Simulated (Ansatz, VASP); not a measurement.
# SiC3 (ordered alloy, x = 0.75, built in the cubic cell of 8 atoms (invented)) in two plane-wave programs, part 2 of 2

Aim: how closely do two programs agree when they are given the same cell, functional and k mesh? The cell is generated by rule, not measured, and may not be a known phase. The cell is taken from a series of runs on this material, whose earlier steps may have relaxed, scaled, displaced or heated it; both programs get it as it stands.

VASP 6.6.1 and Ansatz 0.2.0.

So far: The starting structure; Ansatz: relaxation of cell and atoms, r2SCAN, pair 1.

## (3) VASP: relaxation of cell and atoms, r2SCAN, pair 1

Level of this step: r2SCAN; plane waves and PAW (C, Si); invented cell (VASP).

The same cell, functional and mesh now go to VASP, with its own data sets.

Lines of VASP's logs that name or quote its potential files are left out, and so is its time.

Contents of INCAR:

```
SYSTEM = SiC3
PREC = Accurate
ENCUT = 660
EDIFF = 1E-07
NELM = 120
ISMEAR = 0
SIGMA = 0.01
LREAL = .FALSE.
ALGO = Normal
METAGGA = R2SCAN
LASPH = .TRUE.
NBANDS = 24
LORBIT = 11
LWAVE = .FALSE.
LCHARG = .FALSE.
ISIF = 3
IBRION = 2
NSW = 80
EDIFFG = -0.005
GGA_COMPAT = .FALSE.
NELMIN = 4
EFERMI = MIDGAP
LMIXTAU = .TRUE.
KPAR = 2
```

Contents of POSCAR:

```
SiC3
1.0
    2.8040560000      1.6189220000      3.2708080000
   -2.8040560000      1.6189220000      3.2708080000
    0.0000000000     -3.2378450000      3.2708070000
C Si
6 2
Direct
    0.8541777878      0.8541777878      0.2912290197
    0.8541777663      0.2912289521      0.8541777433
    0.2912289521      0.8541777663      0.8541777433
    0.1458222122      0.1458222122      0.7087709803
    0.1458221318      0.7087709460      0.1458221547
    0.7087709460      0.1458221318      0.1458221547
    0.3760404927      0.3760404927      0.3760403766
    0.6239595083      0.6239595083      0.6239593156
```

Contents of KPOINTS:

```
Automatic mesh
0
Gamma
6 6 6
0 0 0
```

The projector-augmented-wave data sets are C and Si (PBE family, release 64).

Launch:

```sh
$ mpirun -np 2 vasp_std
```

Numbers of over 12 decimals in the logs are rounded to 6 here.

Log:

```text
[banner, memory and clock lines left out]
running    2 mpi-ranks, on    1 nodes
 distrk:  each k-point on    1 cores,    2 groups
 distr:  one band on    1 cores,    1 groups

 POSCAR found type information on POSCAR C Si
 POSCAR found :  2 types and       8 ions
|                                                                             |
|               ----> ADVICE to this user running VASP <----                  |
|                                                                             |
|     You enforced a specific xc type in the INCAR file but a different       |
|     [... a line on the potential file left out ...]
|     I HOPE YOU KNOW WHAT YOU ARE DOING!                                     |
|                                                                             |

 LDA part: xc-table for (None), standard interpolation
 POSCAR, INCAR and KPOINTS ok, starting setup
 FFT: planning ... GRIDC
 FFT: planning ... GRID_SOFT
 FFT: planning ... GRID
 WAVECAR not read
 entering main loop
       N       E                     dE             d eps       ncg     rms          rms(c)
DAV:   1     0.104601166026E+03    0.10460E+03   -0.17606E+04  1536   0.149E+03
DAV:   2    -0.762505938015E+02   -0.18085E+03   -0.16834E+03  2080   0.248E+02
DAV:   3    -0.862898180595E+02   -0.10039E+02   -0.99186E+01  1992   0.578E+01
DAV:   4    -0.864602744790E+02   -0.17046E+00   -0.17032E+00  1872   0.848E+00
DAV:   5    -0.864648924952E+02   -0.46180E-02   -0.46168E-02  2048   0.132E+00    0.141E+01
DAV:   6    -0.755762426523E+02    0.10889E+02   -0.79923E+00  1776   0.169E+01    0.945E+00
DAV:   7    -0.735496525411E+02    0.20266E+01   -0.15279E+00  1976   0.856E+00    0.326E+00
DAV:   8    -0.767631011316E+02   -0.32134E+01   -0.26608E+00  1920   0.989E+00    0.250E+00
DAV:   9    -0.748310675705E+02    0.19320E+01   -0.44720E-01  1704   0.519E+00    0.155E+00
DAV:  10    -0.748443264929E+02   -0.13259E-01   -0.15581E-01  1584   0.364E+00    0.648E-01
DAV:  11    -0.748554909792E+02   -0.11164E-01   -0.14091E-01  1544   0.356E+00    0.232E-01
DAV:  12    -0.749710735949E+02   -0.11558E+00   -0.50891E-02  1536   0.214E+00    0.100E-01
DAV:  13    -0.749717969222E+02   -0.72333E-03   -0.32110E-03  2032   0.524E-01    0.459E-02
DAV:  14    -0.749789169044E+02   -0.71200E-02   -0.31499E-03  1664   0.486E-01    0.149E-02
DAV:  15    -0.749789996702E+02   -0.82766E-04   -0.12709E-04  2040   0.102E-01    0.356E-02
DAV:  16    -0.749788956574E+02    0.10401E-03   -0.12404E-05  1800   0.324E-02    0.199E-02
DAV:  17    -0.749791140687E+02   -0.21841E-03   -0.78782E-05  1776   0.698E-02    0.332E-03
DAV:  18    -0.749791177949E+02   -0.37262E-05   -0.34320E-06  2016   0.166E-02    0.413E-03
DAV:  19    -0.749791185716E+02   -0.77662E-06   -0.42684E-07  1816   0.586E-03    0.220E-03
DAV:  20    -0.749791191148E+02   -0.54327E-06   -0.56373E-07  1784   0.784E-03    0.130E-03
DAV:  21    -0.749791192847E+02   -0.16982E-06   -0.10033E-07  1368   0.282E-03    0.119E-03
DAV:  22    -0.749791192360E+02    0.48659E-07   -0.10245E-08  1040   0.772E-04
   1 F= -.74979119E+02 E0= -.74979119E+02  d E =-.749791E+02
[... from here on, the cycles between the ionic steps are left out ...]
   2 F= -.74978654E+02 E0= -.74978654E+02  d E =0.464787E-03
   3 F= -.74979677E+02 E0= -.74979677E+02  d E =-.557597E-03
   4 F= -.74979741E+02 E0= -.74979741E+02  d E =-.643034E-04
   5 F= -.74979809E+02 E0= -.74979809E+02  d E =-.132516E-03
   6 F= -.74979809E+02 E0= -.74979809E+02  d E =-.132363E-03
   7 F= -.74979889E+02 E0= -.74979889E+02  d E =-.794914E-04
   8 F= -.74979914E+02 E0= -.74979914E+02  d E =-.104913E-03
   9 F= -.74979959E+02 E0= -.74979959E+02  d E =-.448810E-04
  10 F= -.74979961E+02 E0= -.74979961E+02  d E =-.467458E-04
  11 F= -.74979961E+02 E0= -.74979961E+02  d E =-.469546E-04
 curvature:  -1.09 expect dE=-0.123E-04 dE for cont linesearch -0.460E-09
 trial: gam=-0.09023 g(F)=  0.685E-05 g(S)=  0.435E-05 ort =-0.276E-06 (trialstep = 0.975E+00)
 search vector abs. value=  0.127E-04
 bond charge predicted
       N       E                     dE             d eps       ncg     rms          rms(c)
DAV:   1    -0.749799764303E+02   -0.15338E-04   -0.56619E-04  1536   0.141E-01    0.168E-02
DAV:   2    -0.749799682933E+02    0.81371E-05   -0.18301E-05  1960   0.292E-02    0.798E-03
DAV:   3    -0.749799657386E+02    0.25546E-05   -0.95566E-06  1960   0.175E-02    0.250E-03
DAV:   4    -0.749799656030E+02    0.13566E-06   -0.14624E-06  1864   0.933E-03    0.145E-03
DAV:   5    -0.749799653649E+02    0.23808E-06   -0.98447E-07  1808   0.800E-03    0.735E-04
DAV:   6    -0.749799657961E+02   -0.43118E-06   -0.29672E-07  1376   0.486E-03    0.366E-04
DAV:   7    -0.749799657624E+02    0.33672E-07   -0.17837E-08   816   0.114E-03
  12 F= -.74979966E+02 E0= -.74979966E+02  d E =-.469901E-05
 trial-energy change:   -0.000005  1 .order   -0.000005   -0.000011    0.000001
 step:   0.9106(harm=  0.9106)  dis= 0.00025  next Energy=   -74.979966 (dE=-0.511E-05)
 reached required accuracy - stopping structural energy minimisation
```

From OUTCAR (step 3):

```text
ion  position               nearest neighbor table
   1  0.854  0.854  0.291-   5 1.42   6 1.42   8 1.87
   2  0.854  0.291  0.854-   4 1.42   6 1.42   8 1.87
   3  0.291  0.854  0.854-   4 1.42   5 1.42   8 1.87
   4  0.146  0.146  0.709-   2 1.42   3 1.42   7 1.87
   5  0.146  0.709  0.146-   1 1.42   3 1.42   7 1.87
   6  0.709  0.146  0.146-   1 1.42   2 1.42   7 1.87
   7  0.376  0.376  0.376-   5 1.87   6 1.87   4 1.87   8 2.43
   8  0.624  0.624  0.624-   1 1.87   2 1.87   3 1.87   7 2.43

  LATTYP: Found a trigonal (rhomboedric) cell.
 ALAT       =     4.6023715046
 COS(alpha) =     0.2575964894

 Subroutine GETGRP returns: Found 12 space group operations
 (whereof 12 operations were pure point group operations)

The static configuration has the point symmetry D_3d.

 Found     32 irreducible k-points:

   k-points           NKPTS =     32   k-points in BZ     NKDIM =     32   number of bands    NBANDS=     24

   dimension x,y,z NGX =    40 NGY =   40 NGZ =   40
   dimension x,y,z NGXF=    80 NGYF=   80 NGZF=   80

   ENCUT  =  660.0 eV  48.51 Ry    6.96 a.u.   9.64  9.64  9.64*2*pi/ulx,y,z

   NELECT =      32.0000    total number of electrons

 k-points in reciprocal lattice and weights: Automatic mesh
   0.00000000  0.00000000  0.00000000       0.005
   0.16666667  0.00000000  0.00000000       0.028
   0.33333333 -0.00000000  0.00000000       0.028
   0.50000000 -0.00000000  0.00000000       0.014
   0.16666667  0.16666667  0.00000000       0.028
   0.33333333  0.16666667  0.00000000       0.056
   0.50000000  0.16666667  0.00000000       0.056
  -0.33333333  0.16666667 -0.00000000       0.056
  -0.16666667  0.16666667  0.00000000       0.028
[...]
-0.33333333  0.50000000  0.33333333       0.028
   0.50000000  0.50000000  0.50000000       0.005

 average (electrostatic) potential at core
       1 -51.5302       2 -51.5302       3 -51.5302       4 -51.5302       5 -51.5302
       6 -51.5302       7 -86.6340       8 -86.6340

 E-fermi :   5.5221

 k-point     1 :       0.0000    0.0000    0.0000
  band No.  band energies     occupation
    ...
     12       1.9563      2.00000
     13       2.0116      2.00000
     14       2.0116      2.00000
     15       3.6772      2.00000
     16       3.6772      2.00000
     17       5.9748      0.00000
     18       5.9748      0.00000
     19       9.0978      0.00000
     20       9.3163      0.00000
     21       9.7745      0.00000
    ...

 k-point     2 :       0.1667    0.0000    0.0000
  band No.  band energies     occupation
    ...
     12       1.8325      2.00000
     13       1.9750      2.00000
     14       2.1786      2.00000
     15       3.2305      2.00000
     16       3.5432      2.00000
     17       6.2431      0.00000
     18       6.4547      0.00000
     19       9.5038      0.00000
     20       9.7442      0.00000
     21      10.0251      0.00000
    ...

 k-point     3 :       0.3333   -0.0000    0.0000
  band No.  band energies     occupation
    ...
     12       1.4180      2.00000
     13       1.6721      2.00000
     14       1.9850      2.00000
     15       2.4495      2.00000
     16       3.2953      2.00000
     17       7.2398      0.00000
     18       7.5462      0.00000
     19       9.9110      0.00000
     20      10.4130      0.00000
     21      10.6769      0.00000
    ...

  Total        0.0106747      0.0106747      0.0005012      0.0000000      0.0000000      0.0000000
  in kB        0.1927704      0.1927704      0.0090512      0.0000000      0.0000000      0.0000000
  external PRESSURE =       0.1315307 kB  Pullay stress =       0.0000000 kB

  energy-cutoff  :      660.00
  volume of cell :       88.72
      direct lattice vectors                 reciprocal lattice vectors
     2.803265005  1.618465320  3.259174422     0.178363444  0.102978171  0.102275410
    -2.803265005  1.618465320  3.259174422    -0.178363444  0.102978171  0.102275410
    -0.000000000 -3.236931636  3.259173425     0.000000000 -0.205956405  0.102275379

 POSITION                                       TOTAL-FORCE (eV/Angst)
 -----------------------------------------------------------------------------------
     -0.00000      1.82061      6.51748        -0.000000     -0.002173     -0.000454
      1.57669     -0.91030      6.51747        -0.001882      0.001086     -0.000454
     -1.57669     -0.91030      6.51747         0.001882      0.001086     -0.000454
     -0.00000     -1.82061      3.26005         0.000000      0.002173      0.000454
     -1.57669      0.91030      3.26005         0.001882     -0.001086      0.000454
      1.57669      0.91030      3.26005        -0.001882     -0.001086      0.000454
     -0.00000      0.00000      3.67517         0.000000      0.000000     -0.000281
     -0.00000      0.00000      6.10236        -0.000000     -0.000000      0.000281
 -----------------------------------------------------------------------------------
    total drift:                               -0.000000      0.000065      0.001122

  FREE ENERGIE OF THE ION-ELECTRON SYSTEM (eV)
  ---------------------------------------------------
  free  energy   TOTEN  =       -74.9799657624 eV

  energy  without entropy=      -74.9799657624  energy(sigma->0) =      -74.97996576

 reached required accuracy - stopping structural energy minimisation

 total charge
# of ion       s       p       d       tot
------------------------------------------
    1        0.874   1.710   0.000   2.584
    2        0.874   1.710   0.000   2.584
    3        0.874   1.710   0.000   2.584
    4        0.874   1.710   0.000   2.584
    5        0.874   1.710   0.000   2.584
    6        0.874   1.710   0.000   2.584
    7        0.727   1.030   0.000   1.757
    8        0.727   1.030   0.000   1.757
--------------------------------------------------
tot          6.701  12.319   0.000  19.020

[... 3 further parts left out ...]
```

CONTCAR:

```
SiC3
   1.00000000000000
     2.8032650045484786    1.6184653197828576    3.2591744224983699
    -2.8032650045484786    1.6184653197828576    3.2591744224983699
    -0.0000000000000000   -3.2369316362961245    3.2591734245758639
  C               Si
     6     2
Direct
     0.8540601198046742    0.8540601198046742    0.2916119223215268
     0.8540600983046281    0.2916118547214697    0.8540600753046272
     0.2916118547214697    0.8540600983046281    0.8540600753046272
     0.1459398801953257    0.1459398801953257    0.7083880776784731
     0.1459397997953721    0.7083880433785309    0.1459398226953713
     0.7083880433785309    0.1459397997953721    0.1459398226953713
     0.3758790701375154    0.3758790701375154    0.3758789540375187
     0.6241209308624813    0.6241209308624813    0.6241207381624807
```

## (4) Side by side

Known differences besides the potentials themselves: VASP keeps PBE cores, Ansatz makes them for the functional; fixed occupations in Ansatz, narrow Gaussian smearing in VASP; the cutoff is 500 eV in Ansatz and 660 eV in VASP; Ansatz adds a Pulay correction to the stress that steers its cell, VASP none. Total energies have different zeros and are not compared.

The two programs side by side:

| quantity | Ansatz | VASP | difference |
| --- | --- | --- | --- |
| volume (Å³) | 89.10 | 88.72 | +0.42 % |
| edge a after relaxation, in the typed setting (Å) | 4.603 | 4.593 | +0.20 % |

## (5) Ansatz: relaxation of cell and atoms, r2SCAN, pair 2

The relaxed volume is the usual yardstick between codes: in a stiff, nearly cubic crystal its relative difference is about their pressure difference at one cell divided by the bulk modulus.

The cell is taken from a series of runs on this material, whose earlier steps may have relaxed, scaled, displaced or heated it; both programs get it as it stands.

Contents of input.yaml:

```yaml
crystal:
  lattice:
    - [2.802928881, 1.6182715096, 3.2738492251]
    - [-2.802928881, 1.6182715096, 3.2738492251]
    - [0.0, -3.2365437222, 3.2738488776]
  atoms:
    - { symbol: C, position: [0.8543519308, 0.8543519308, 0.2914308776] }
    - { symbol: C, position: [0.8543519308, 0.2914308776, 0.8543519308] }
    - { symbol: C, position: [0.2914308776, 0.8543519308, 0.8543519308] }
    - { symbol: Si, position: [0.375963789, 0.375963789, 0.375963789] }
    - { symbol: C, position: [0.1456480692, 0.1456480692, 0.7085691224] }
    - { symbol: C, position: [0.1456480692, 0.7085691224, 0.1456480692] }
    - { symbol: C, position: [0.7085691224, 0.1456480692, 0.1456480692] }
    - { symbol: Si, position: [0.624036211, 0.624036211, 0.624036211] }
kpoints:
  mp_grid: { grid: [6, 6, 6] }
hamiltonian:
  xc: r2scan
  pseudopotentials: { kind: paw, azcp: { folder: soft_1 } }
scf:
  occupations: { method: gaussian, width: 0.02 }
output:
  forces: true
  stress: true
  eigenvalues: true
relax:
  adjacent_minimum: "off"
  f_tol: 0.005
  max_steps: 80
  cell: { stress_tol: 0.05 }
```

Launch:

```sh
$ ansatz run input.yaml --threads 4 --pin off --max-ram 9216MiB --backend cpu --events-out ev --progress --plain --runs-dir out
```

Log:

```text
[...]
Crystal: 8 atoms, lattice volume = 89.099 Å³
Basis set: ecut = 500 eV, 2273 PW (Γ), exchange–correlation on 144×144×144 points (64 copies of the dense FFT grid, shifted against one another)
Bands: 24, of which v1, the nominal top of the filled ones, is band 16 counted from 1 (15 counted from 0)
Symmetry: 12 space group operations
[...]
k-points: 32 of 216
[...]
atoms:
    - { symbol: C, position: [0.854178, 0.854178, 0.291229] }
    - { symbol: C, position: [0.854178, 0.291229, 0.854178] }
    - { symbol: C, position: [0.291229, 0.854178, 0.854178] }
    - { symbol: Si, position: [0.376040, 0.376040, 0.376040] }
    - { symbol: C, position: [0.145822, 0.145822, 0.708771] }
    - { symbol: C, position: [0.145822, 0.708771, 0.145822] }
    - { symbol: C, position: [0.708771, 0.145822, 0.145822] }
    - { symbol: Si, position: [0.623960, 0.623960, 0.623960] }
[key lines of the parts left out:]
SCF converged after 4 iterations
Free energy (F): -2785.860583 eV
Fermi energy:    7.052318 eV
P = ⅓ Tr σ = 0.0214 GPa (0.214 kbar)
```

## (6) VASP: relaxation of cell and atoms, r2SCAN, pair 2

The same cell, functional, mesh and smearing now go to VASP, with its own data sets.

Edit INCAR of step 3 so:

```diff
@@ -6,3 +6,3 @@
 ISMEAR = 0
-SIGMA = 0.01
+SIGMA = 0.02
 LREAL = .FALSE.
```

Contents of POSCAR:

```
SiC3
1.0
    2.8029290000      1.6182720000      3.2738490000
   -2.8029290000      1.6182720000      3.2738490000
    0.0000000000     -3.2365440000      3.2738490000
C Si
6 2
Direct
    0.8543518410      0.8543518410      0.2914310218
    0.8543519005      0.2914307563      0.8543520470
    0.2914307563      0.8543519005      0.8543520470
    0.1456480560      0.1456480560      0.7085691842
    0.1456479965      0.7085691407      0.1456481590
    0.7085691407      0.1456479965      0.1456481590
    0.3759637866      0.3759637866      0.3759637866
    0.6240362134      0.6240362134      0.6240362134
```

KPOINTS is that of step 3.

Launch:

```sh
$ mpirun -np 2 vasp_std
```

Log:

```text
[banner, memory and clock lines left out]
running    2 mpi-ranks, on    1 nodes
[...]
[... a notice as in an earlier step ...]

 LDA part: xc-table for (None), standard interpolation
 POSCAR, INCAR and KPOINTS ok, starting setup
[...]
entering main loop
       N       E                     dE             d eps       ncg     rms          rms(c)
DAV:   1     0.104648061251E+03    0.10465E+03   -0.17593E+04  1536   0.148E+03
DAV:   2    -0.760546594910E+02   -0.18070E+03   -0.16727E+03  2096   0.248E+02
DAV:   3    -0.862977296985E+02   -0.10243E+02   -0.10120E+02  2016   0.589E+01
DAV:   4    -0.864743408534E+02   -0.17661E+00   -0.17644E+00  1872   0.866E+00
[...]
DAV:  20    -0.749785422763E+02   -0.55926E-06   -0.56340E-07  1800   0.789E-03    0.127E-03
DAV:  21    -0.749785424439E+02   -0.16757E-06   -0.97751E-08  1360   0.277E-03    0.117E-03
DAV:  22    -0.749785423964E+02    0.47438E-07   -0.97609E-09  1040   0.757E-04
   1 F= -.74978542E+02 E0= -.74978542E+02  d E =-.749785E+02
[... from here on, the cycles between the ionic steps are left out ...]
   2 F= -.74977045E+02 E0= -.74977045E+02  d E =0.149694E-02
   3 F= -.74979452E+02 E0= -.74979452E+02  d E =-.909894E-03
   4 F= -.74979699E+02 E0= -.74979699E+02  d E =-.246871E-03
   5 F= -.74979749E+02 E0= -.74979749E+02  d E =-.296461E-03
   6 F= -.74979859E+02 E0= -.74979859E+02  d E =-.110314E-03
   7 F= -.74979865E+02 E0= -.74979865E+02  d E =-.116071E-03
   8 F= -.74979930E+02 E0= -.74979930E+02  d E =-.654964E-04
   9 F= -.74979954E+02 E0= -.74979954E+02  d E =-.896246E-04
  10 F= -.74979956E+02 E0= -.74979956E+02  d E =-.117398E-05
 trial-energy change:   -0.000001  1 .order   -0.000002   -0.000009    0.000006
 step:   0.6509(harm=  0.6509)  dis= 0.00018  next Energy=   -74.979957 (dE=-0.268E-05)
 reached required accuracy - stopping structural energy minimisation
```

OUTCAR, selected parts (step 6):

```text
  Total       -0.0029171     -0.0029171      0.0006448      0.0000000      0.0000000     -0.0000000
  in kB       -0.0526772     -0.0526773      0.0116446      0.0000000      0.0000000     -0.0000000
  external PRESSURE =      -0.0312366 kB  Pullay stress =       0.0000000 kB

 POSITION                                       TOTAL-FORCE (eV/Angst)
 -----------------------------------------------------------------------------------
     -0.00000      1.82052      6.51749         0.000000      0.004041      0.001754
      1.57661     -0.91026      6.51749         0.003499     -0.002020      0.001754
     -1.57661     -0.91026      6.51749        -0.003499     -0.002020      0.001754
     -0.00000     -1.82052      3.26017        -0.000000     -0.004041     -0.001754
     -1.57661      0.91026      3.26017        -0.003499      0.002020     -0.001754
      1.57661      0.91026      3.26017         0.003499      0.002020     -0.001754
     -0.00000      0.00000      3.67513        -0.000000      0.000000      0.002262
     -0.00000      0.00000      6.10253         0.000000      0.000000     -0.002262
 -----------------------------------------------------------------------------------
    total drift:                               -0.000000      0.000725     -0.000000

  FREE ENERGIE OF THE ION-ELECTRON SYSTEM (eV)
  ---------------------------------------------------
  free  energy   TOTEN  =       -74.9799556207 eV

  energy  without entropy=      -74.9799556207  energy(sigma->0) =      -74.97995562

[... 2 parts as in an earlier step ...]

[... 2 further parts left out ...]
[key lines of the parts left out:]
E-fermi :   5.5220
```

## (7) Side by side

The two programs side by side:

| quantity | Ansatz | VASP | difference |
| --- | --- | --- | --- |
| volume (Å³) | 89.09 | 88.72 | +0.41 % |
| edge a after relaxation, in the typed setting (Å) | 4.602 | 4.593 | +0.19 % |

## (8) Summary of results

```json
{"difference in volume (relaxation of cell and atoms, r2SCAN, pair 1)": "0.42 %", "difference in volume (relaxation of cell and atoms, r2SCAN, pair 2)": "0.41 %"}
```

What this shows: The difference in volume is 0.42 % (relaxation of cell and atoms, r2SCAN, pair 1), within the 1.2 % picked in this series as the mark of a large difference, as far as the stopping tolerances let one tell. Such differences can come from data sets, numerical settings and the points named under the comparisons, not from the functional's error against experiment.

[Lines on the potential files, build, host, timing and source positions are cut from VASP's logs without a mark.]

[Logs are printed without paths, hosts, clocks, repeated set-up lines and the standing remarks that a program may print on its own settings, such as how far it seeks lower states.]

[Hosts, paths, dates, database ids (printed as entryN), source tags and the programs' standing remarks are cut or masked in the printed files.]
